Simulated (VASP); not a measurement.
# Rb3Sr: single point with PBE

Rb3Sr:

```
Rb Sr
1.0
     6.82864    0.00000    0.00000
     0.00000    6.82864    0.00000
     0.00000    0.00000    6.82864
Rb Sr
3 1
Direct
  0.50000 0.00000 0.00000
  0.00000 0.50000 0.00000
  0.00000 0.00000 0.50000
  0.50000 0.50000 0.50000
```

The cell comes from a database or a generator and needn't be the stable form of this composition.

```
Program                : VASP 6.6.1
Task                   : single point
Functional             : PBE
Potentials or basis    : VASP PAW PBE potentials, release 64 (Rb_sv, Sr_sv)
Cutoff                 : 520 eV
k mesh                 : 4 × 4 × 4
Occupations            : methfessel-paxton, width 0.1 eV
Spin                   : no spin polarisation
Dipole correction      : no
Further INCAR settings : ALGO = Normal; EDIFF = 1e-07; NBANDS = 26
```

```yaml
Pressure: 0.0 GPa
Band_gap_on_the_k_mesh: none (metal or under the smearing width)
```

Levels at points of the mesh, in eV from the Fermi level:
| k point | band 15 | band 16 | band 17 | band 18 | band 19 | band 20 | band 21 | band 22 |
| --- | --- | --- | --- | --- | --- | --- | --- | --- |
| (0.00, 0.00, 0.00) | -12.62 | -12.62 | -2.42 | 0.26 | 0.26 | 0.39 | 1.17 | 1.17 |
| (0.50, 0.00, 0.00) | -12.63 | -12.63 | -1.67 | -1.16 | 0.66 | 1.12 | 1.13 | 1.13 |
| (0.50, 0.50, 0.00) | -12.64 | -12.62 | -1.10 | -0.43 | -0.43 | -0.25 | 1.23 | 1.23 |
| (0.50, 0.50, 0.50) | -12.62 | -12.62 | -0.86 | 0.02 | 0.02 | 0.02 | 0.42 | 0.42 |

It took 58 s on 1 thread of Intel(R) Xeon(R) 6975P-C (Granite Rapids), with other jobs on the host, peak memory 0.43 GiB.
